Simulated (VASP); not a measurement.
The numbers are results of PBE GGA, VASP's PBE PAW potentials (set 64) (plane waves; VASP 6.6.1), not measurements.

Input for VASP

**INCAR**
```
# general
SYSTEM  = PdIn
PREC    = Accurate
ENCUT   = 480
LREAL   = .False.   # projection in real space or not
LASPH   = .True.

# electronic loop
EDIFF   = 1E-6
NELM    = 100   # most electronic steps
ALGO    = Normal   # blocked Davidson
LMAXMIX = 4   # l cut-off of mixed one-centre charges

# smearing
ISMEAR  = 1   # Methfessel-Paxton
SIGMA   = 0.1

# functional
GGA     = PE   # PBE

# ions
IBRION  = 2   # conjugate gradients
NSW     = 60
ISIF    = 3   # ions, shape and volume
EDIFFG  = -0.01   # ionic stop

# output
LWAVE   = .False.
LCHARG  = .False.
```

KPOINTS:
```
Automatic mesh
0
Gamma
10 10 10
0 0 0
```

File POSCAR:
```
PdIn
1
    3.3094645777    -0.0000000000    -0.0000000000
   -0.0000000000     3.3094645777    -0.0000000000
    0.0000000000     0.0000000000     3.3094645777
In Pd
1 1
Direct
  0.5000000000   0.5000000000   0.5000000000
  0.0000000000   0.0000000000   0.0000000000
```

POTCAR, in this order: In_d Pd (PBE.64 set). Program: vasp_std.

Unless said otherwise, spin-orbit coupling is left out, though it shifts the bands of the heavy elements here.

Task: Predict the energy per atom (σ→0), band gap (on the k-mesh).

Result: 
```yaml
energy per atom (σ→0): -4.374 eV/atom
band gap (on the k-mesh): none (metal, semimetal or under 0.01 eV)
```

File OSZICAR:
```
...
DAV:   6    -0.878590603138E+01    0.15810E+00   -0.39779E-01  2002   0.958E+00    0.280E+00
DAV:   7    -0.875493849238E+01    0.30968E-01   -0.72211E-02  2201   0.495E+00    0.126E+00
DAV:   8    -0.874853177699E+01    0.64067E-02   -0.22843E-02  1841   0.148E+00    0.374E-01
DAV:   9    -0.874783313981E+01    0.69864E-03   -0.19087E-03  2163   0.755E-01    0.550E-02
DAV:  10    -0.874783919265E+01   -0.60528E-05   -0.46058E-05  2167   0.104E-01    0.240E-02
DAV:  11    -0.874784054700E+01   -0.13544E-05   -0.54828E-06  2009   0.251E-02    0.275E-03
DAV:  12    -0.874784089931E+01   -0.35231E-06   -0.24428E-07  1071   0.614E-03
   1 F= -.87478409E+01 E0= -.87476210E+01  d E =-.874784E+01
```

The compound is PdIn in the CsCl type structure. It was relaxed first, which changed the volume by +6 %. The start is the result of an earlier pass. The electron count is odd and the run is not spin-polarised, which forces a metal.
